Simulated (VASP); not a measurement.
VASP runs on Ba3Al (space group I4/mmm) share one base input (PBE GGA, plane waves, VASP's PBE PAW potentials (set 64)) and change the settings named in each case.

File KPOINTS:
```
Automatic
0
Gamma
  4 4 4
```

INCAR:
```
SYSTEM = Ba3Al
PREC = Accurate
ENCUT = 300
EDIFF = 1E-6
NELM = 100
ALGO = Normal
LREAL = .FALSE.
LASPH = .TRUE.
ISMEAR = 0
SIGMA = 0.2
GGA = PE
LMAXMIX = 4
LWAVE = .FALSE.
LCHARG = .FALSE.
ISIF = 2
```

POSCAR:
```
Ba3Al
1
   -2.8227840000     2.8227840000     6.2875920000
    2.8227840000    -2.8227840000     6.2875920000
    2.8227840000     2.8227840000    -6.2875920000
Ba Al
3 1
Direct
  0.5000000000   0.5000000000   0.0000000000
  0.7500000000   0.2500000000   0.5000000000
  0.2500000000   0.7500000000   0.5000000000
  0.0000000000   0.0000000000   0.0000000000
```

POTCAR, in this order: Ba_sv Al (PBE.64 set). Program: vasp_std.

```tsv
change	E(σ→0) (eV/atom)	pressure (GPa)	−TS (eV)
base run	-2.2182	-1.42	-0.1292
GGA removed, POTCAR Ba_sv Al (LDA.64 set)	-2.5520	-2.95	-0.1334
GGA_COMPAT = .FALSE., LNONCOLLINEAR = .TRUE., LSORBIT = .TRUE., MAGMOM = 0.0 0.0 0.0 0.0 0.0 0.0 0.0 0.0 0.0 0.0 0.0 0.0, program vasp_ncl	-2.3673	-1.45	-0.1293
KPOINTS 5×5×5 Γ-centred mesh	-2.2149	-1.41	-0.1350
```
 Energies of different potentials or functionals have different zeros.  Unless said otherwise, spin-orbit coupling is left out, though it shifts the bands of the heavy elements here. At 300 eV the pressure can carry a Pulay error.

Left out are runs that ran out of time, are held back, or changed the cell or the kind of run, fixed moments of cells without a moment, rows past the twelfth, gaps on odd meshes, pressures of charged cells and columns that move by less than the noise.

The structure was generated: Ba3Al was put into an ordered model structure, which need not be its known phase. The cell was not relaxed at this level.
